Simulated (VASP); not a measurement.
Input:

```
CELL_PARAMETERS angstrom
      1.55686     0.89885     4.97426
     -1.55686     0.89885     4.97426
      0.00000    -1.79771     4.97426
ATOMIC_POSITIONS crystal
  Nb 0.00000 0.00000 0.00000
  Hf 0.50000 0.50000 0.50000
```

These are PBE GGA, VASP's PBE PAW potentials (set 64) (plane waves; VASP) values and carry that method's errors. Run with 300 eV cut-off, 9×9×9 Γ-centred mesh, Fermi-Dirac smearing of 0.14 eV, potentials Nb_sv Hf_pv.

At this cut-off the stress carries a Pulay error, which pulls relaxed volumes low. Energy and stress use the plane-wave basis of the starting cell.

Q: The ions, cell shape and volume are relaxed. Give the cell that the relaxation ends in.

A: 
```
CELL_PARAMETERS angstrom
      1.54118     0.88980     4.95392
     -1.54118     0.88980     4.95392
      0.00000    -1.77960     4.95392
ATOMIC_POSITIONS crystal
  Nb 0.00000 0.00000 0.00000
  Hf 0.50000 0.50000 0.50000
```
Space group R-3m (166), at a tolerance of 0.03 Å.

Q: How do energy and volume change from the first to the last step?

A: The energy (σ→0) changes by -6.1 meV/atom and the volume by -2.4 %, in 7 ionic steps.

The structure was generated: HfNb was put into an ordered model structure, which need not be its known phase. This run relaxes it. Symmetry was kept, so distortions that lower it aren't found. The run is one of a series of settings (EDIFFG = -0.01, IBRION = 2, ISIF = 3, NSW = 50 against the base run), some of them coarse on purpose. The electron count is odd and the run is not spin-polarised, which forces a metal.
